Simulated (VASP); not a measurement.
FAlSeH2, in a box:

```
F Al Se H
1.0
    12.00000    0.00000    0.00000
     0.00000   13.00000    0.00000
     0.00000    0.00000   13.00000
F Al Se H
1 1 1 2
Direct
  0.40510 0.45498 0.62038
  0.47376 0.46862 0.51158
  0.55380 0.62725 0.48445
  0.48103 0.37598 0.43437
  0.59706 0.59150 0.38485
```

Base run:

- Program: VASP 6.6.1
- Functional: PBE
- Dispersion: TS
- Potentials or basis: VASP PAW PBE potentials, release 64 (F, Al, Se, H)
- Cutoff: 520 eV
- k mesh: 1 × 1 × 1
- Occupations: gaussian, width 0.01 eV
- Spin: no spin polarisation

Its results: gap between the frontier levels 4.67 eV; largest force 0.595 eV/Å.

Question: The run is repeated on the same cell with these changes: functional from PBE to PBE0; further incar settings from ALGO = Normal; EDIFF = 1e-07 to ALGO = Normal; EDIFF = 1e-06; NBANDS = 17. What comes out?

Answer: Gap between the frontier levels 6.51 eV; largest force 0.169 eV/Å.

Caveats: the PAW data sets were made with another functional, which shifts forces and pressure a little (some runs).

A k mesh can miss the band edges.

Not every run made on this cell is shown here.
